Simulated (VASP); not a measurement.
Method: LDA (Ceperley-Alder, Perdew-Zunger), VASP's LDA PAW potentials (set 64) (plane waves; VASP).

The input files of a VASP run:

### KPOINTS
```
Automatic mesh
0
gamma
  12 12 12
```

**INCAR**
```
# general
SYSTEM   =  AuZn
PREC     =  Accurate
ENCUT    =  500   # plane-wave cut-off (eV)
LREAL    =  .False.
LASPH    =  .True.

# electronic loop
EDIFF    =  1E-6   # SCF stop (eV)
NELM     =  100
ALGO     =  Normal
LMAXMIX  =  6   # l cut-off of mixed one-centre charges

# smearing
ISMEAR   =  1
SIGMA    =  0.1

# ions
IBRION   =  2
NSW      =  40
ISIF     =  3   # ions, shape and volume
EDIFFG   =  -0.02   # ionic stop
PSTRESS  =  450

# output
LWAVE    =  .False.
LCHARG   =  .False.
```

File POSCAR:
```
AuZn
1
    2.9233275181     0.0000000000     0.0000000000
    0.0000000000     2.9233275181     0.0000000000
   -0.0000000000    -0.0000000000     2.9233275181
Zn Au
1 1
Direct
  0.5000000000   0.5000000000   0.5000000000
  0.0000000000   0.0000000000   0.0000000000
```

POTCAR, in this order: Zn Au (LDA.64 set). Program: vasp_std.

The resulting files:

File OSZICAR:
```
       N       E                     dE             d eps       ncg     rms          rms(c)
DAV:   1     0.123880274721E+03    0.12388E+03   -0.11757E+04  2600   0.209E+03
DAV:   2    -0.309102913478E+01   -0.12697E+03   -0.12335E+03  2604   0.348E+02
DAV:   3    -0.679172630441E+01   -0.37007E+01   -0.36895E+01  3101   0.694E+01
DAV:   4    -0.681225774864E+01   -0.20531E-01   -0.20531E-01  2891   0.440E+00
DAV:   5    -0.681249170109E+01   -0.23395E-03   -0.23395E-03  3213   0.485E-01    0.165E+01
DAV:   6    -0.627274715438E+01    0.53974E+00   -0.14051E+00  2674   0.148E+01    0.949E+00
DAV:   7    -0.620949840819E+01    0.63249E-01   -0.82073E-02  3196   0.570E+00    0.375E+00
DAV:   8    -0.619848281795E+01    0.11016E-01   -0.10503E-02  2919   0.135E+00    0.229E-01
DAV:   9    -0.619847854976E+01    0.42682E-05   -0.17575E-04  3009   0.403E-01    0.581E-02
DAV:  10    -0.619848993559E+01   -0.11386E-04   -0.17911E-05  2828   0.481E-02    0.294E-02
DAV:  11    -0.619848878600E+01    0.11496E-05   -0.29067E-07  1645   0.219E-02    0.201E-03
DAV:  12    -0.619848881483E+01   -0.28830E-07   -0.29523E-07  1393   0.874E-03
   1 F= 0.81823456E+00 E0= 0.81850082E+00  d E =0.818235E+00
       N       E                     dE             d eps       ncg     rms          rms(c)
DAV:   1    -0.617994903000E+01    0.18540E-01   -0.35049E-02  2646   0.400E+00    0.334E-01
DAV:   2    -0.617779323987E+01    0.21558E-02   -0.61704E-03  3010   0.234E+00    0.137E-01
DAV:   3    -0.617760227231E+01    0.19097E-03   -0.45791E-04  2646   0.285E-01    0.797E-02
DAV:   4    -0.617756909859E+01    0.33174E-04   -0.20299E-05  3637   0.187E-01    0.450E-02
DAV:   5    -0.617755146886E+01    0.17630E-04   -0.14294E-05  3636   0.912E-02    0.300E-03
DAV:   6    -0.617755150628E+01   -0.37420E-07   -0.20071E-06  1560   0.197E-02
   2 F= 0.81839015E+00 E0= 0.81865939E+00  d E =0.155586E-03
       N       E                     dE             d eps       ncg     rms          rms(c)
DAV:   1    -0.619579440799E+01   -0.18243E-01   -0.22352E-02  2639   0.321E+00    0.265E-01
DAV:   2    -0.619442816647E+01    0.13662E-02   -0.39001E-03  3010   0.184E+00    0.110E-01
DAV:   3    -0.619430672213E+01    0.12144E-03   -0.28489E-04  2597   0.218E-01    0.638E-02
DAV:   4    -0.619428524320E+01    0.21479E-04   -0.13181E-05  3546   0.150E-01    0.352E-02
DAV:   5    -0.619427464028E+01    0.10603E-04   -0.87852E-06  3585   0.652E-02    0.235E-03
DAV:   6    -0.619427465831E+01   -0.18027E-07   -0.11857E-06  1311   0.149E-02
   3 F= 0.81822464E+00 E0= 0.81849149E+00  d E =-.992707E-05
```

### OUTCAR
```
------------------------ aborting loop because EDIFF is reached ----------------------------------------
  FORCE on cell =-STRESS in cart. coord.  units (eV):
  Direction    XX          YY          ZZ          XY          YZ          ZX
  --------------------------------------------------------------------------------------
  Total        7.0160222      7.0160222      7.0160222      0.0000000      0.0000000     -0.0000000
  in kB      450.2260660    450.2260660    450.2260660      0.0000000      0.0000000     -0.0000000
  external PRESSURE =       0.2260660 kB  Pullay stress =     450.0000000 kB
  volume of cell :       24.97
      direct lattice vectors                 reciprocal lattice vectors
     2.922740784  0.000000000  0.000000000     0.342144608 -0.000000000  0.000000000
     0.000000000  2.922740784  0.000000000    -0.000000000  0.342144608  0.000000000
    -0.000000000 -0.000000000  2.922740784    -0.000000000 -0.000000000  0.342144608
 POSITION                                       TOTAL-FORCE (eV/Angst)
 -----------------------------------------------------------------------------------
      1.46137      1.46137      1.46137        -0.000000     -0.000000      0.000000
      0.00000      0.00000      0.00000         0.000000      0.000000      0.000000
 -----------------------------------------------------------------------------------
    total drift:                                0.000000      0.000000     -0.000000
  FREE ENERGIE OF THE ION-ELECTRON SYSTEM (eV)
  ---------------------------------------------------
  free  energy   TOTEN  =        -6.1942746583 eV

  energy  without entropy=       -6.1934740846  energy(sigma->0) =       -6.19400780
  enthalpy is  TOTEN    =         0.8182246359 eV   P V=        7.0124992942

 reached required accuracy - stopping structural energy minimisation
```
(Selected blocks of OUTCAR.)

File CONTCAR:
```
AuZn
   1.00000000000000
     2.9227407837194526    0.0000000000000000    0.0000000000000000
     0.0000000000000000    2.9227407837194526    0.0000000000000000
    -0.0000000000000000   -0.0000000000000000    2.9227407837194526
  Zn              Au
     1     1
Direct
     0.5000000000000000    0.5000000000000000    0.5000000000000000
     0.0000000000000000    0.0000000000000000    0.0000000000000000
```

The compound is AuZn in the CsCl type structure. This run relaxes it under an external pressure of 45 GPa. Symmetry was kept, so distortions that lower it aren't found. The electron count is odd and the run is not spin-polarised, which forces a metal.
